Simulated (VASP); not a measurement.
The input files of a VASP run:

INCAR:
```
! general
SYSTEM  = BaAl4
PREC    = Accurate
ENCUT   = 300
LREAL   = .FALSE.
LASPH   = .TRUE.

! electronic loop
EDIFF   = 1E-6
NELM    = 100
ALGO    = Normal
LMAXMIX = 4

! smearing
ISMEAR  = -1
SIGMA   = 0.1

! ions
ISIF    = 2

! output
LWAVE   = .FALSE.
LCHARG  = .FALSE.
```

POSCAR:
```
BaAl4
5.677540
 -0.4018721136   0.4018721136   1.0000000000
  0.4018721136  -0.4018721136   1.0000000000
  0.4018721136   0.4018721136  -1.0000000000
Ba Al
1 4
Cart
  0.0000000000   0.0000000000   0.0000000000
  0.4018721136   0.0000000000   0.5000000000
  0.0000000000   0.4018721136   0.5000000000
 -0.0000000000   0.0000000000   0.7601200000
 -0.0000000000   0.0000000000   1.2398800000
```

KPOINTS:
```
Automatic mesh
0
Gamma
9 9 9
0 0 0
```

POTCAR, in this order: Ba_sv Al (LDA.64 set). Program: vasp_std.

Task: Write an equivalent input for Quantum ESPRESSO's pw.x.

Result: One equivalent input (not run):
```
&CONTROL
  calculation = 'scf'
  pseudo_dir = './pseudo'
  outdir = './out'
  tprnfor = .true.
  tstress = .true.
/
&SYSTEM
  ibrav = 0
  nat = 5
  ntyp = 2
  ecutwfc = 56.6
  occupations = 'smearing'
  smearing = 'fermi-dirac'
  degauss = 0.00735
  input_dft = 'pz'
/
&ELECTRONS
  conv_thr = 7.3e-08
  electron_maxstep = 100
/
ATOMIC_SPECIES
  Ba 137.327 Ba.upf
  Al 26.982 Al.upf
CELL_PARAMETERS angstrom
    -2.2816450    2.2816450    5.6775400
     2.2816450   -2.2816450    5.6775400
     2.2816450    2.2816450   -5.6775400
ATOMIC_POSITIONS crystal
  Ba   0.0000000  0.0000000  0.0000000
  Al   0.2500000  0.7500000  0.5000000
  Al   0.7500000  0.2500000  0.5000000
  Al   0.3800600  0.3800600  0.0000000
  Al   0.6199400  0.6199400  0.0000000
K_POINTS automatic
  9 9 9 0 0 0
```
The two are equivalent in intent, not identical: the potentials are each code's own (VASP's PAW set, PseudoDojo norm-conserving files in pw.x), so ENCUT and ecutwfc are chosen apart and not converted; conv_thr bounds pw.x's estimated SCF error, while EDIFF bounds the energy change between steps.

The structure comes from a computed database's BaAl4 entry; how it stands against other phases isn't given here. The cell was not relaxed at this level. The run is one of a series of settings (GGA removed, POTCAR Ba_sv Al (LDA.64 set) against the base run), some of them coarse on purpose.
